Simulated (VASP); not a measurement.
## Os (hcp): computed properties

All values below come from PBEsol GGA, VASP's PBE PAW potentials (set 64) (plane waves; VASP 6.6.1).

```json
{
  "space_group": "P6_3/mmc (194)",
  "cell": "a = b = 2.731 Å, c = 4.306 Å, α = β = 90.00°, γ = 120.00°",
  "volume_per_atom": "13.91 Å³/atom",
  "band gap (over mesh and band path)": "none (metal, semimetal or under 0.01 eV)",
  "hill_bulk_modulus": "445 GPa",
  "hill_shear_modulus": "261 GPa",
  "Poisson's ratio": "0.254",
  "band_gap_with_spin_orbit_coupling": "none (metallic)",
  "density": "22.71 g/cm³",
  "optical Γ-point spectrum": "151 (×2), 220 cm⁻¹",
  "C11": "752 GPa",
  "C12": "301 GPa",
  "C13": "252 GPa",
  "C33": "895 GPa",
  "C44": "280 GPa",
  "C66": "225 GPa"
}
```

```cif
data_Os2
_chemical_formula_sum 'Os2'
_space_group_name_H-M_alt 'P63/mmc'
_space_group_IT_number 194
_space_group_name_Hall '-P 6c 2c'
_cell_length_a 2.73098
_cell_length_b 2.73098
_cell_length_c 4.30623
_cell_angle_alpha 90.000
_cell_angle_beta 90.000
_cell_angle_gamma 120.000
loop_
_atom_site_label
_atom_site_type_symbol
_atom_site_symmetry_multiplicity
_atom_site_Wyckoff_symbol
_atom_site_fract_x
_atom_site_fract_y
_atom_site_fract_z
_atom_site_occupancy
Os1 Os 2 c 0.33333 0.66667 0.25000 1
```

Measured: a 2.734 Å at 293 K (computed value off by -0.1 %), c 4.320 Å at 293 K (computed value off by -0.3 %), as given by Wikipedia, Osmium (infobox). The calculation is for a static lattice, while the measured a, c hold thermal and zero-point effects, which are part of the difference. Finite-difference elastic constants of metals are sensitive to mesh and smearing; shear constants can be off by tens of GPa. Unless said otherwise, spin-orbit coupling is left out, though it shifts the bands of the heavy elements here.

The compound is Os in the hcp structure. It was relaxed first. Symmetry was kept, so distortions that lower it aren't found.
